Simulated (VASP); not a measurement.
VASP input:

**POSCAR**
```
BaS
1.0
  0.0000000000   3.0539673896   3.0539673896
  3.0539673896   0.0000000000   3.0539673896
  3.0539673896   3.0539673896   0.0000000000
Ba S
1 1
direct
  0.0000000000   0.0000000000   0.0000000000
  0.5000000000   0.5000000000   0.5000000000
```

File KPOINTS:
```
Automatic mesh
0
Gamma
8 8 8
0 0 0
```

**INCAR**
```
SYSTEM = BaS
PREC = Accurate
ENCUT = 480
EDIFF = 1E-7
NELM = 100
ALGO = Normal
LREAL = .FALSE.
LASPH = .TRUE.
ISMEAR = 0
SIGMA = 0.05
GGA = PE
LMAXMIX = 4
LWAVE = .FALSE.
LCHARG = .FALSE.
ISIF = 3
IBRION = 2
NSW = 40
EDIFFG = -0.01
PSTRESS = 100
```

POTCAR, in this order: Ba_sv S (PBE.64 set). Program: vasp_std.

Q: Translate this PBE calculation to Quantum ESPRESSO's pw.x.

A: One equivalent input (not run):
```
&CONTROL
  calculation = 'vc-relax'
  pseudo_dir = './pseudo'
  outdir = './out'
  tprnfor = .true.
  tstress = .true.
  nstep = 40
  forc_conv_thr = 0.00039
/
&SYSTEM
  ibrav = 0
  nat = 2
  ntyp = 2
  ecutwfc = 56.6
  occupations = 'smearing'
  smearing = 'gaussian'
  degauss = 0.003675
  input_dft = 'pbe'
/
&ELECTRONS
  conv_thr = 7.3e-09
  electron_maxstep = 100
/
&IONS
/
&CELL
  press = 100
/
ATOMIC_SPECIES
  Ba 137.327 Ba.upf
  S 32.060 S.upf
CELL_PARAMETERS angstrom
    -0.0000000    3.0539674    3.0539674
     3.0539674    0.0000000    3.0539674
     3.0539674    3.0539674   -0.0000000
ATOMIC_POSITIONS crystal
  Ba   0.0000000  0.0000000  0.0000000
  S    0.5000000  0.5000000  0.5000000
K_POINTS automatic
  8 8 8 0 0 0
```
The two are equivalent in intent, not identical: the potentials are each code's own (VASP's PAW set, PseudoDojo norm-conserving files in pw.x), so ENCUT and ecutwfc are chosen apart and not converted; conv_thr bounds pw.x's estimated SCF error, while EDIFF bounds the energy change between steps; forc_conv_thr acts on force components and is met together with etot_conv_thr.

The compound is BaS in the rock salt structure. It was relaxed first under an external pressure of 10 GPa.
